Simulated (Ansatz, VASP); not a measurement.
**Two plane-wave programs on BC7**

```xyz
8
Lattice="2.5184 0.0000 0.0000 0.0000 2.5184 0.0000 0.0000 0.0000 7.4943" Properties=species:S:1:pos:R:3 pbc="T T T"
C     1.2579    1.2659    5.6801
C     1.2369    1.2601    1.7940
C     1.2326    0.0199    2.6412
C     0.0004    1.2472    4.8363
C     1.2836   -0.0141    6.6049
C    -0.0161    1.2275    0.8653
C     0.0106    0.0227    0.0444
B    -0.0047   -0.0098    3.7218
```

Change from the starting cell: atoms moved at random, drawn with an rms of 0.05 Å.

Alike in both runs: task single point; functional PBE; k mesh 10 × 10 × 4; occupations fermi-dirac, width 0.05 eV; no spin polarisation.

|  | VASP | Ansatz |
| --- | --- | --- |
| version | VASP 6.6.1 | Ansatz 0.2.0 |
| potentials or method | VASP PAW PBE potentials, release 64 (C, B) | Ansatz PAW |
| plane-wave cutoff (eV) | 520 | 420 |
| valence electrons in the cell | 31 | 31 |

VASP gave:

```
gap on the k mesh at the Fermi level (eV)       : none
pressure (GPa)                                  : 1.2
largest component of the traceless stress (GPa) : 0.74
rms of the force components (eV/Å)              : 1.022
```

Estimate Ansatz's values.

gap on the k mesh at the Fermi level (eV): none; pressure (GPa): 0.7; largest component of the traceless stress (GPa): 0.75; rms of the force components (eV/Å): 1.015.

Atom by atom the forces differ by 0.010 eV/Å (rms over components). A gap of «none» marks a metal or a gap that the smearing closes.

Caveats: forces of over 1 eV/Å show positions far from the minimum, so gaps and moduli don't describe the material at rest (VASP); the pressure holds a Pulay correction of +0.9 GPa for the finite cutoff (Ansatz).
